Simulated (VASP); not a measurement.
# Pressure, energy and band gap of evenly scaled WSe2 (P6_3/mmc) against volume with rev-vdW-DF2

A transistor channel or photodetector made of layered WSe2 sits under strain from its substrate and contacts, and its band gap shifts with that strain. Before treating a real strain state I take the simplest distortion, an even scaling of the whole cell, and follow what it costs in pressure and energy and what it does to the gap. Seven volumes were calculated with rev-vdW-DF2, from about 6% below to 6% above the minimum of the fitted energy curve, 20.54 Å³ per atom. Volume changes are counted from that minimum, energies per atom from the lowest row, and pressure is positive when the cell is compressed. The gap is the smallest one on the k mesh, and it is indirect.

## Computational details

A cell from a diffraction database, relaxed at this level and then scaled evenly, fractional positions kept. VASP 6.6.1, plane waves with PAW, rev-vdW-DF2, cutoff 400 eV, k mesh 8×8×2, no spin polarisation, no spin-orbit coupling, static lattice. A Birch-Murnaghan fit to the energies has its minimum at 20.54 Å³ per atom.

Notes on method and selection:

- The pressure is that of a finite plane-wave basis, so it need not vanish exactly at the minimum of the energy.
- Only series whose fit has its minimum inside the range and an error under 0.5 meV per atom are shown.
- Where rows or columns differ in functional or spin-orbit coupling, non-spherical gradient terms in the PAW spheres (LASPH) may be on in some and off in others.
- Runs that did not converge, have known faults or may not be shown are not listed, and runs on Ansatz's PAW sets soft_1 and soft_2 are kept to separate tables.

Columns:

- volume change (%): volume relative to the fitted equilibrium volume.
- pressure (GPa): pressure from the stress tensor (positive: compressed).
- energy (meV/atom): energy per atom above the lowest point of the series.
- gap (eV): smallest gap on the k mesh.

Input lines of one member:

```
PREC = Accurate
ENCUT = 400
EDIFF = 1E-06
NELM = 100
ISMEAR = 0
SIGMA = 0.05
LREAL = .FALSE.
ALGO = Normal
GGA = MK
AGGAC = 0
LUSE_VDW = .TRUE.
PARAM1 = 0.1234
PARAM2 = 0.711357
ZAB_VDW = -1.8867
LASPH = .TRUE.
```

Command (options for logging and memory left out): `mpirun -np 4 vasp_std`

## The series

| member | volume change (%) | pressure (GPa) | energy (meV/atom) | gap (eV) |
| --- | --- | --- | --- | --- |
| 19.30 Å³ | −6.03 | 9.93 | 36.5 | 1.037 |
| 19.71 Å³ | −4.03 | 6.24 | 15.7 | 1.051 |
| 20.12 Å³ | −2.03 | 2.94 | 3.8 | 1.062 |
| 20.53 Å³ | −0.03 | −0.01 | 0.0 | 1.072 |
| 20.94 Å³ | 1.97 | −2.65 | 3.3 | 1.079 |
| 21.35 Å³ | 3.96 | −5.01 | 13.1 | 1.085 |
| 21.76 Å³ | 5.96 | −7.12 | 28.5 | 1.089 |

Least-squares fits to the whole series, with x = volume change (%); R² and errors in the fitted variable (y, or ln y where the fit is in ln y):

| y | members | fit | R² | rms residual | leave-one-out rms | the same for the mean of the others |
| --- | --- | --- | --- | --- | --- | --- |
| pressure (GPa) | 7 | y = −0.055516 − 1.4135 x + 0.039206 x² | 1.00 | 0.032 | 0.086 | 6.6 |
| energy (meV/atom) | 7 | y = −0.06311 − 0.4681 x + 0.9054 x² | 1.00 | 0.75 | 2.0 | 15 |

## What drives the series

From the smallest cell to the largest, the pressure falls from 9.93 to −7.12 GPa and the gap widens from 1.037 to 1.089 eV. The energy rises on both sides of the minimum, more steeply under compression: 36.5 meV per atom at −6.03% against 28.5 at 5.96%. Repulsion between closed shells and the stiffness of the W–Se bonds both grow as distances shorten, which gives this asymmetry.

For pressure and energy I make three assumptions. The pressure is zero at the energy minimum. It is the negative slope of energy against volume, P = −dE/dV. The stiffness against even scaling, −V dP/dV, rises linearly with pressure as B + B′P.

Integrating the third assumption from the minimum V₀ gives P = (B/B′)[(V₀/V)^B′ − 1]. With x the volume change in per cent, expansion to second order gives

P = −a x + b x², with a = B/100 and b = B(1 + B′)/20000.

Integrating once more over volume gives the energy,

E = c (a x²/2 − b x³/3), with c = 6.24 × 20.54 / 100 = 1.28 meV per GPa and per cent,

where 6.24 converts GPa Å³ to meV. Two parameters therefore serve both columns once V₀ is known, and the energies test constants fixed on pressures.

The gap needs a separate account. The valence band maximum lies at Γ, in states with much Se p_z and W d_z² character. Compression increases their overlap across the space between the layers and pushes this edge up, which narrows the gap. Shorter W–Se bonds act the other way on the smallest direct gap, which widens on compression. I take the indirect gap to be the net result of two such opposing shifts, though the columns do not list the band edges.

## Testing the model

I fix the two constants on the pressures of the end members, 19.30 Å³ (−6.03%) and 21.76 Å³ (5.96%). Dividing pressure by volume change gives 9.93 / 6.03 = 1.647 and 7.12 / 5.96 = 1.195, both in GPa per per cent and without sign. Then

b = (1.647 − 1.195) / (6.03 + 5.96) = 0.0377
a = 1.195 + 0.0377 × 5.96 = 1.420

These correspond to B = 100 × 1.420 = 142 GPa and B′ = 20000 × 0.0377 / 142 − 1 = 4.3.

The pressures of four other members follow, in GPa:

- 19.71 Å³: 1.420 × 4.03 + 0.0377 × 4.03² = 6.33; table 6.24.
- 20.12 Å³: 1.420 × 2.03 + 0.0377 × 2.03² = 3.04; table 2.94.
- 20.94 Å³: −1.420 × 1.97 + 0.0377 × 1.97² = −2.65; table −2.65.
- 21.35 Å³: −1.420 × 3.96 + 0.0377 × 3.96² = −5.03; table −5.01.

For the energy the coefficients are 1.28 × 1.420 / 2 = 0.909 and 1.28 × 0.0377 / 3 = 0.0161. In meV per atom:

- 19.71 Å³: 0.909 × 4.03² + 0.0161 × 4.03³ = 15.8; table 15.7.
- 20.12 Å³: 0.909 × 2.03² + 0.0161 × 2.03³ = 3.9; table 3.8.
- 20.94 Å³: 0.909 × 1.97² − 0.0161 × 1.97³ = 3.4; table 3.3.
- 21.35 Å³: 0.909 × 3.96² − 0.0161 × 3.96³ = 13.3; table 13.1.

The energies entered the constants only through the position of the minimum, V₀, so this agreement, within about 0.2 meV per atom, shows that the stress tensor and the total energies are closely consistent.

## Where the trend breaks

The pressure model is too high by 0.09 and 0.10 GPa at −4.03% and −2.03%, yet within 0.02 GPa at 1.97% and 3.96%. Two assumptions fail slightly. The stress of a finite plane-wave basis is not zero at the energy minimum; the quadratic fit puts it at about −0.06 GPa there. The expansion also stops at second order. The two errors add under compression and nearly cancel under expansion.

A gap linear in volume fails more visibly. A line through the end members gives 1.037 + 0.052 × 6.00 / 11.99 = 1.063 eV at −0.03%, which is 0.009 eV below the table, out of a total change of 0.052 eV. The assumption at fault is a constant shift per per cent: successive steps of about 2% widen the gap by 0.014 eV at first and by only 0.004 eV at the end. If the net shift is a small difference between larger opposing ones, a modest weakening of the interlayer overlap could cause this.

## Conclusions and limits

Within about 6% of the minimum, two constants reproduce the pressure to about 0.1 GPa and the energy to about 0.4 meV per atom. They belong to even scaling with fixed fractional positions. A crystal free to relax would close the space between its layers first and be softer, roughly by a factor of two or more.

The gap changes by only 0.052 eV over the series, and two omitted effects are larger. A functional of this kind usually puts gaps too low, roughly by a few tenths of an eV. Spin–orbit coupling in the W 5d states would narrow the gap, by roughly 0.1 eV. The mesh also misses the conduction band minimum between Γ and K, so at the relaxed volume the tabled gap is too wide for this level. I would use the direction of the gap's change under even scaling, not its absolute value, and would check that direction on a mesh that includes the conduction band minimum.

[Logs are printed without paths, hosts, clocks, repeated set-up lines and the standing remarks that a program may print on its own settings, such as how far it seeks lower states.]
